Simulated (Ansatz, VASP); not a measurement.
**ZnS (Wurtzite-2H): VASP beside Ansatz**

One calculation is typed for both programs; each brings its own data sets. How far apart do they land? The cell is taken from a series of runs on this material, whose earlier steps may have relaxed, scaled, displaced or heated it; both programs get it as it stands.

Main program and level: Ansatz 0.2.0; plane waves, with VASP 6.6.1 beside it; zone-centre phonons at LDA.

**1. Set-up**

It takes space group P6_3mc (No. 186, hexagonal). The conventional cell has a = 3.701 Å, b = 3.701 Å, c = 6.181 Å, α = 90.00°, β = 90.00°, γ = 120.00°. Nearest to S lie 4 Zn at 2.28 to 2.29 Å. Nearest to Zn lie 4 S at 2.28 to 2.29 Å. Farther neighbours and most contacts between anions are not listed.

Coordinates:

```cif
data_structure
_symmetry_space_group_name_H-M 'P 1'
_symmetry_Int_Tables_number 1
_cell_length_a 3.7008
_cell_length_b 3.7008
_cell_length_c 6.1814
_cell_angle_alpha 90.000
_cell_angle_beta 90.000
_cell_angle_gamma 120.000
_cell_volume 73.32
loop_
_atom_site_label
_atom_site_type_symbol
_atom_site_fract_x
_atom_site_fract_y
_atom_site_fract_z
_atom_site_occupancy
S1 S 0.33333 0.66667 0.37780 1
S2 S 0.66667 0.33333 0.87780 1
Zn3 Zn 0.33333 0.66667 0.00720 1
Zn4 Zn 0.66667 0.33333 0.50720 1
```

**2. VASP: zone-centre phonons, LDA**

Second derivatives magnify differences that forces hide, and they need a tight electronic threshold.

Lines of VASP's logs that name or quote its potential files are left out, and so is its time.

File INCAR:

```
SYSTEM = ZnS
PREC = Accurate
ENCUT = 500
EDIFF = 1E-08
NELM = 120
ISMEAR = 0
SIGMA = 0.01
LREAL = .FALSE.
ALGO = Normal
GGA = PW92
NBANDS = 24
LORBIT = 11
LWAVE = .FALSE.
LCHARG = .FALSE.
ISIF = 2
IBRION = 8
LEPSILON = .TRUE.
LASPH = .TRUE.
GGA_COMPAT = .FALSE.
EFERMI = MIDGAP
KPAR = 2
```

File POSCAR:

```
ZnS
1.0
    3.7007763301      0.0000000000      0.0000000000
   -1.8503881650      3.2049663156      0.0000000000
    0.0000000000      0.0000000000      6.1813994033
S Zn
2 2
Direct
    0.3333333334      0.6666666668      0.3777954306
    0.6666666668      0.3333333334      0.8777954306
    0.3333333334      0.6666666668      0.0072045694
    0.6666666668      0.3333333334      0.5072045694
```

File KPOINTS:

```
Automatic mesh
0
Gamma
12 12 8
0 0 0
```

The projector-augmented-wave data sets are S and Zn (LDA family, release 64).

On the command line:

```bash
mpirun -np 2 vasp_std
```

Numbers of over 12 decimals in the logs are rounded to 6 here.

Output:

```text
[banner, memory and clock lines left out]
running    2 mpi-ranks, on    1 nodes
 distrk:  each k-point on    1 cores,    2 groups
 distr:  one band on    1 cores,    1 groups

 POSCAR found type information on POSCAR S Zn
 POSCAR found :  2 types and       4 ions
|                                                                             |
|               ----> ADVICE to this user running VASP <----                  |
|                                                                             |
|     You enforced a specific xc type in the INCAR file but a different       |
|     [... a line on the potential file left out ...]
|     I HOPE YOU KNOW WHAT YOU ARE DOING!                                     |
|                                                                             |

 LDA part: xc-table for (Slater(with rela. corr.)+PW92), standard interpolation
 POSCAR, INCAR and KPOINTS ok, starting setup
 FFT: planning ... GRIDC
 FFT: planning ... GRID_SOFT
 FFT: planning ... GRID
 WAVECAR not read
 entering main loop
       N       E                     dE             d eps       ncg     rms          rms(c)
DAV:   1     0.232341358840E+03    0.23234E+03   -0.17157E+04  4560   0.181E+03
DAV:   2     0.353389649064E+01   -0.22881E+03   -0.22093E+03  4880   0.362E+02
DAV:   3    -0.168598200240E+02   -0.20394E+02   -0.20291E+02  5680   0.111E+02
DAV:   4    -0.172701504316E+02   -0.41033E+00   -0.41011E+00  5416   0.163E+01
DAV:   5    -0.172779255379E+02   -0.77751E-02   -0.77744E-02  5816   0.213E+00    0.111E+01
DAV:   6    -0.164163514242E+02    0.86157E+00   -0.19063E+00  6568   0.427E+01    0.835E+00
DAV:   7    -0.164142613595E+02    0.20901E-02   -0.17256E+00  5000   0.791E+00    0.332E+00
DAV:   8    -0.163907372248E+02    0.23524E-01   -0.67786E-02  6216   0.237E+00    0.101E+00
DAV:   9    -0.163892314623E+02    0.15058E-02   -0.19194E-02  6440   0.175E+00    0.292E-01
DAV:  10    -0.163892670242E+02   -0.35562E-04   -0.59402E-04  5560   0.332E-01    0.162E-01
DAV:  11    -0.163892877423E+02   -0.20718E-04   -0.80288E-05  5784   0.975E-02    0.732E-02
DAV:  12    -0.163892852657E+02    0.24766E-05   -0.12406E-05  6048   0.457E-02    0.818E-03
DAV:  13    -0.163892853775E+02   -0.11180E-06   -0.50883E-07  5680   0.491E-03    0.380E-03
DAV:  14    -0.163892854442E+02   -0.66657E-07   -0.77796E-08  5560   0.163E-03    0.172E-03
DAV:  15    -0.163892854431E+02    0.10668E-08   -0.18117E-08  3936   0.142E-03
   1 F= -.16389285E+02 E0= -.16389285E+02  d E =0.000000E+00
 Linear response reoptimize wavefunctions to high precision
DAV:   1    -0.163892854437E+02   -0.57935E-09   -0.93842E-09  5040   0.126E-03
DAV:   2    -0.163892854438E+02   -0.87311E-10   -0.26464E-10  2912   0.113E-04
 Linear response G [H, r] |phi>, progress :
  Direction:   1
       N       E                     dE             d eps       ncg     rms
RMM:   1    -0.810143020654E+02   -0.81014E+02    0.49295E+02  8742   0.959E+01
RMM:   2    -0.899488563302E+02   -0.89346E+01   -0.30232E+01  7400   0.364E+01
RMM:   3    -0.905451454245E+02   -0.59629E+00   -0.21774E+00  8130   0.973E+00
RMM:   4    -0.905752155233E+02   -0.30070E-01   -0.70449E-02  8269   0.203E+00
RMM:   5    -0.905796420576E+02   -0.44265E-02   -0.59338E-04  8359   0.536E-01
RMM:   6    -0.905806299650E+02   -0.98791E-03    0.28104E-03  8467   0.158E-01
RMM:   7    -0.905809610907E+02   -0.33113E-03    0.13665E-03  8587   0.528E-02
RMM:   8    -0.905811019647E+02   -0.14087E-03    0.35186E-04  8696   0.197E-02
RMM:   9    -0.905811258281E+02   -0.23863E-04    0.23507E-04  8588   0.860E-03
RMM:  10    -0.905811420334E+02   -0.16205E-04    0.14081E-04  7042   0.449E-03
RMM:  11    -0.905811432621E+02   -0.12287E-05    0.10233E-04  6093   0.262E-03
RMM:  12    -0.905811451711E+02   -0.19090E-05    0.96980E-05  5574   0.206E-03
RMM:  13    -0.905811452508E+02   -0.79700E-07    0.11051E-04  5271   0.178E-03
RMM:  14    -0.905811453867E+02   -0.13591E-06    0.60400E-05  5146   0.170E-03
RMM:  15    -0.905811452075E+02    0.17917E-06    0.11120E-04  5002   0.164E-03
RMM:  16    -0.905811454768E+02   -0.26930E-06    0.64517E-05  4883   0.163E-03
 Linear response G [H, r] |phi>, progress :
  Direction:   2
       N       E                     dE             d eps       ncg     rms
RMM:   1    -0.959560643205E+02   -0.95956E+02    0.30376E+02  8799   0.924E+01
RMM:   2    -0.101668598770E+03   -0.57125E+01   -0.24213E+01  7337   0.347E+01
RMM:   3    -0.102226559333E+03   -0.55796E+00   -0.17881E+00  8131   0.892E+00
RMM:   4    -0.102254532672E+03   -0.27973E-01   -0.79090E-02  8200   0.192E+00
RMM:   5    -0.102256612953E+03   -0.20803E-02   -0.10622E-02  8311   0.544E-01
RMM:   6    -0.102256930931E+03   -0.31798E-03   -0.85342E-04  8426   0.171E-01
RMM:   7    -0.102257080146E+03   -0.14922E-03   -0.66226E-04  8554   0.598E-02
[...]
Direction:   1
       N       E                     dE             d eps       ncg     rms          rms(c)
RMM:   1    -0.106382581279E+01   -0.10638E+01   -0.39250E+00 20693   0.486E+00
RMM:   2    -0.111159771508E+01   -0.47772E-01   -0.29644E-02 26948   0.109E+00    0.198E+00
RMM:   3    -0.103853811709E+01    0.73060E-01   -0.82111E-02 25912   0.128E+00    0.102E+00
RMM:   4    -0.105065929193E+01   -0.12121E-01   -0.71668E-02 27004   0.117E+00    0.253E-01
[...]
RMM:   3    -0.108250378870E+01    0.75549E-01   -0.85700E-02  7628   0.130E+00    0.104E+00
RMM:   4    -0.109460155627E+01   -0.12098E-01   -0.75404E-02  7937   0.117E+00    0.256E-01
RMM:   5    -0.110406729811E+01   -0.94657E-02   -0.48249E-03  7911   0.358E-01    0.587E-02
RMM:   6    -0.110636948503E+01   -0.23022E-02   -0.92756E-04  7591   0.147E-01    0.235E-02
RMM:   7    -0.110700405008E+01   -0.63457E-03   -0.13376E-04  8286   0.422E-02    0.117E-02
RMM:   8    -0.110714665069E+01   -0.14260E-03   -0.72773E-06  8069   0.177E-02    0.324E-03
RMM:   9    -0.110713283702E+01    0.13814E-04   -0.43991E-06  8198   0.475E-03    0.949E-04
RMM:  10    -0.110713235657E+01    0.48044E-06   -0.34585E-06  8163   0.208E-03    0.501E-04
RMM:  11    -0.110713993453E+01   -0.75780E-05    0.60910E-07  8189   0.912E-04    0.747E-05
RMM:  12    -0.110713949156E+01    0.44296E-06   -0.31429E-08  7190   0.289E-04    0.595E-05
RMM:  13    -0.110713975800E+01   -0.26643E-06    0.13378E-07  6063   0.164E-04    0.673E-06
 change of polarisation eV/A/(eV/A) component  3 :    -0.227    -0.198     2.108
 dielectric tensor                  component  3 :    -0.560    -0.488     6.202
 Linear response DOF=           4
 Linear response progress:
  Degree of freedom:   1/  4
       N       E                     dE             d eps       ncg     rms          rms(c)
RMM:   1    -0.106690950402E+00   -0.10669E+00    0.46681E-02 70215   0.201E+00
RMM:   2    -0.103423411016E+00    0.32675E-02   -0.66361E-03 42924   0.667E-01    0.176E-01
RMM:   3    -0.103837098668E+00   -0.41369E-03   -0.58404E-04 48534   0.160E-01    0.846E-02
RMM:   4    -0.104190795425E+00   -0.35370E-03   -0.85430E-05 47510   0.534E-02    0.209E-02
RMM:   5    -0.104246165948E+00   -0.55371E-04   -0.92074E-06 50276   0.143E-02    0.990E-03
RMM:   6    -0.104220233535E+00    0.25932E-04   -0.14021E-06 50109   0.498E-03    0.357E-03
RMM:   7    -0.104229002819E+00   -0.87693E-05    0.86081E-08 48247   0.183E-03    0.889E-04
RMM:   8    -0.104228033925E+00    0.96889E-06    0.20208E-08 50962   0.593E-04    0.628E-05
RMM:   9    -0.104227272700E+00    0.76123E-06   -0.73289E-08 49637   0.207E-04    0.508E-05
RMM:  10    -0.104227280761E+00   -0.80607E-08    0.66105E-08 51380   0.853E-05    0.985E-06
 first order change of Fermi-energy  -0.69272E-01
 force on displaced ion       1 direction 1 :  -7.768   0.000   0.000
 Born effective charge ion    1 direction 1 :  -1.815   0.000  -0.000
 Linear response progress:
  Degree of freedom:   2/  4
       N       E                     dE             d eps       ncg     rms          rms(c)
RMM:   1    -0.128695075643E+00   -0.12870E+00    0.57781E-02 16300   0.204E+00
RMM:   2    -0.123652205845E+00    0.50429E-02   -0.76605E-03  9467   0.778E-01    0.210E-01
RMM:   3    -0.123916335437E+00   -0.26413E-03   -0.10677E-03 10971   0.200E-01    0.103E-01
RMM:   4    -0.124126453766E+00   -0.21012E-03   -0.10733E-04  9899   0.668E-02    0.342E-02
RMM:   5    -0.124152763163E+00   -0.26309E-04   -0.27717E-05 10824   0.257E-02    0.918E-03
RMM:   6    -0.124139132814E+00    0.13630E-04   -0.17337E-06 11155   0.689E-03    0.491E-03
RMM:   7    -0.124140999399E+00   -0.18666E-05   -0.83697E-07 11433   0.182E-03    0.179E-03
RMM:   8    -0.124143056365E+00   -0.20570E-05    0.20538E-07 10151   0.135E-03    0.245E-04
RMM:   9    -0.124143386811E+00   -0.33045E-06   -0.11092E-07 11537   0.368E-04    0.110E-04
RMM:  10    -0.124143324497E+00    0.62313E-07    0.69942E-08 11545   0.136E-04    0.342E-05
RMM:  11    -0.124143317388E+00    0.71095E-08   -0.14345E-09 10550   0.635E-05    0.172E-05
 first order change of Fermi-energy  -0.60007E-01
 force on displaced ion       1 direction 3 :   0.000  -0.000 -10.702
 Born effective charge ion    1 direction 3 :   0.000  -0.000  -1.952
 Linear response progress:
  Degree of freedom:   3/  4
       N       E                     dE             d eps       ncg     rms          rms(c)
RMM:   1    -0.213064000431E+00   -0.21306E+00    0.28166E-03 41916   0.194E+00
RMM:   2    -0.210593862105E+00    0.24701E-02   -0.39268E-03 43292   0.461E-01    0.134E-01
RMM:   3    -0.210428762985E+00    0.16510E-03   -0.14145E-04 50063   0.739E-02    0.780E-02
RMM:   4    -0.210199899608E+00    0.22886E-03   -0.22673E-05 49742   0.262E-02    0.476E-03
RMM:   5    -0.210195483032E+00    0.44166E-05   -0.29367E-06 51303   0.522E-03    0.172E-03
RMM:   6    -0.210198844255E+00   -0.33612E-05   -0.24387E-07 51429   0.209E-03    0.300E-04
RMM:   7    -0.210199259518E+00   -0.41526E-06   -0.44766E-07 51738   0.645E-04    0.182E-04
RMM:   8    -0.210199517040E+00   -0.25752E-06   -0.22386E-07 51117   0.288E-04    0.344E-05
RMM:   9    -0.210199332840E+00    0.18420E-06   -0.85070E-08 51887   0.100E-04    0.205E-05
RMM:  10    -0.210199213373E+00    0.11947E-06   -0.25835E-08 50634   0.573E-05    0.237E-06
RMM:  11    -0.210199204110E+00    0.92632E-08   -0.56245E-10 50879   0.335E-05    0.100E-06
 first order change of Fermi-energy  -0.13823E+00
 force on displaced ion       3 direction 1 :  -7.022   0.000   0.000
 Born effective charge ion    3 direction 1 :   1.815  -0.000   0.000
 Linear response progress:
  Degree of freedom:   4/  4
       N       E                     dE             d eps       ncg     rms          rms(c)
RMM:   1    -0.220505891705E+00   -0.22051E+00    0.13832E-03  9479   0.195E+00
RMM:   2    -0.217235716003E+00    0.32702E-02   -0.42129E-03  9821   0.487E-01    0.160E-01
RMM:   3    -0.216964374657E+00    0.27134E-03   -0.24048E-04 11205   0.920E-02    0.849E-02
RMM:   4    -0.216678226646E+00    0.28615E-03   -0.52991E-05 11055   0.475E-02    0.204E-02
RMM:   5    -0.216631024430E+00    0.47202E-04   -0.13257E-05 11543   0.167E-02    0.694E-03
RMM:   6    -0.216636425814E+00   -0.54014E-05    0.41496E-06 10633   0.520E-03    0.406E-03
RMM:   7    -0.216643989370E+00   -0.75636E-05    0.27070E-06 11076   0.294E-03    0.846E-04
RMM:   8    -0.216645438551E+00   -0.14492E-05   -0.32517E-07 11321   0.884E-04    0.227E-04
RMM:   9    -0.216645029730E+00    0.40882E-06   -0.47994E-07 11660   0.306E-04    0.582E-05
RMM:  10    -0.216644840060E+00    0.18967E-06    0.21802E-08 11737   0.139E-04    0.270E-05
RMM:  11    -0.216644832882E+00    0.71784E-08   -0.64180E-08 11751   0.606E-05    0.799E-06
 first order change of Fermi-energy   0.59924E-01
 force on displaced ion       3 direction 3 :  -0.000   0.000  -8.889
 Born effective charge ion    3 direction 3 :  -0.000  -0.000   1.952
 Born effective charges drift removed
 Linear response finished
```

(Continued in part 2 of 3.)

[Lines on the potential files, build, host, timing and source positions are cut from VASP's logs without a mark.]

[Logs are printed without paths, hosts, clocks, repeated set-up lines and the standing remarks that a program may print on its own settings, such as how far it seeks lower states.]

[Hosts, paths, dates, database ids (printed as entryN), source tags and the programs' standing remarks are cut or masked in the printed files.]
